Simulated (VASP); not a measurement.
Input:

```yaml
crystal:
  lattice:
    - [0.00000, 1.74489, 1.74489]
    - [1.74489, 0.00000, 1.74489]
    - [1.74489, 1.74489, 0.00000]
  atoms:
    - { symbol: Cu, position: [0.00000, 0.00000, 0.00000] }
```

Method: LDA (Ceperley-Alder, Perdew-Zunger), VASP's LDA PAW potentials (set 64) (plane waves; VASP). Numerical set-up: 520 eV cut-off, 18×18×18 Γ-centred mesh, first-order Methfessel-Paxton smearing of 0.10 eV, potentials Cu.

Q: What does the run give for the energy per atom (σ→0), pressure, band gap (on the k-mesh) with the smallest direct gap where there is one?

A: 
```json
{
  "band gap (on the k-mesh)": "none (metal, semimetal or under 0.01 eV)",
  "energy per atom (σ→0)": "-4.702 eV/atom",
  "pressure": "58.4 kbar"
}
```

The compound is Cu in the fcc structure. This cell is one point of a volume scan, at 0.97 of the reference volume.
